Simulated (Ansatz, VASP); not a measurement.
One calculation of TePd, two programs

INCAR

```
PREC = Accurate
ENCUT = 520
EDIFF = 1E-6
ISMEAR = 0
SIGMA = 0.05
LREAL = F
LASPH = T
NELM = 150
ALGO = Normal
ISIF = 2
LWAVE = F
LCHARG = F
ISPIN = 2
MAGMOM = 0 0 0 0
LORBIT = 11
LMAXMIX = 4
NBANDS = 28
```

File KPOINTS:

```
Automatic mesh
0
Gamma
  5 5 4
```

Contents of POSCAR:

```
TePd
1.0
    4.1520974300      0.0000000000      0.0000000000
   -2.0760487100      3.5958218500      0.0000000000
    0.0000000000      0.0000000000      5.6718989000
Te Pd
2 2
Direct
    0.3333333333      0.6666666667      0.2500000000
    0.6666666667      0.3333333333      0.7500000000
    0.0000000000      0.0000000000      0.0000000000
    0.0000000000      0.0000000000      0.5000000000
```

Input for Ansatz:

```yaml
crystal:
  lattice:
    - [4.15209743, 0.0, 0.0]
    - [-2.07604871, 3.59582185, 0.0]
    - [0.0, 0.0, 5.6718989]
  atoms:
    - { symbol: Te, position: [0.3333333333, 0.6666666667, 0.25] }
    - { symbol: Te, position: [0.6666666667, 0.3333333333, 0.75] }
    - { symbol: Pd, position: [0.0, 0.0, 0.0], spin: 0.3 }
    - { symbol: Pd, position: [0.0, 0.0, 0.5], spin: 0.3 }
basis:
  ecutwfc: 420
  ecutrho_ratio: 4
kpoints:
  mp_grid: { grid: [5, 5, 4] }
hamiltonian:
  xc: lda
  hubbard:
    sites:
      - { site: 2, l: d, u_eff: 0.0, starting_ns: [{ spin: up, occupation_matrix: s2up }, { spin: down, occupation_matrix: s2down }] }
      - { site: 3, l: d, u_eff: 0.0, starting_ns: [{ spin: up, occupation_matrix: s3up }, { spin: down, occupation_matrix: s3down }] }
    occupation_matrices:
      s2up:
        matrix:
          - [0.97, 0.0, 0.0, 0.0, 0.0]
          - [0.0, 0.97, 0.0, 0.0, 0.0]
          - [0.0, 0.0, 0.97, 0.0, 0.0]
          - [0.0, 0.0, 0.0, 0.02, 0.0]
          - [0.0, 0.0, 0.0, 0.0, 0.97]
      s2down:
        matrix:
          - [0.97, 0.0, 0.0, 0.0, 0.0]
          - [0.0, 0.97, 0.0, 0.0, 0.0]
          - [0.0, 0.0, 0.02, 0.0, 0.0]
          - [0.0, 0.0, 0.0, 0.97, 0.0]
          - [0.0, 0.0, 0.0, 0.0, 0.97]
      s3up:
        matrix:
          - [0.97, 0.0, 0.0, 0.0, 0.0]
          - [0.0, 0.97, 0.0, 0.0, 0.0]
          - [0.0, 0.0, 0.97, 0.0, 0.0]
          - [0.0, 0.0, 0.0, 0.97, 0.0]
          - [0.0, 0.0, 0.0, 0.0, 0.02]
      s3down:
        matrix:
          - [0.97, 0.0, 0.0, 0.0, 0.0]
          - [0.0, 0.97, 0.0, 0.0, 0.0]
          - [0.0, 0.0, 0.02, 0.0, 0.0]
          - [0.0, 0.0, 0.0, 0.97, 0.0]
          - [0.0, 0.0, 0.0, 0.0, 0.97]
    ns_hold: { iters: 5 }
scf:
  occupations: { method: gaussian, width: 0.05 }
  lower_state_search: "off"
  max_iter: 150
output:
  forces: true
  stress: true
  eigenvalues: true
  populations: true
  hubbard: { sites: [{ site: 2, l: d }, { site: 3, l: d }] }
magnetization:
  spin_polarized: true
```

Alike in both runs: task single point; functional LDA; k mesh 5 × 5 × 4; occupations gaussian, width 0.05 eV; collinear spin.

|  | VASP | Ansatz |
| --- | --- | --- |
| version | VASP 6.6.1 | Ansatz 0.2.0 |
| potentials or method | VASP PAW LDA potentials, release 64 (Te, Pd) | scalar-relativistic, plane waves, PAW |
| plane-wave cutoff (eV) | 520 | 420 |
| valence electrons in the cell | 32 | 68 |

VASP gave:

* gap on the k mesh at the Fermi level (eV): none
* pressure (GPa): -3.7
* largest component of the traceless stress (GPa): 0.66
* net moment per atom (μB): 0.00

Q: Which values does Ansatz return?

A: gap on the k mesh at the Fermi level (eV): none; pressure (GPa): -3.8; largest component of the traceless stress (GPa): 0.68; net moment per atom (μB): 0.00.

A gap of «none» marks a metal or a gap that the smearing closes. The two sets of potentials don't hold the same shells in valence. Ansatz warned: «seeded_moment_not_kept».

Spin-orbit coupling is left out, which matters for the levels of Te.
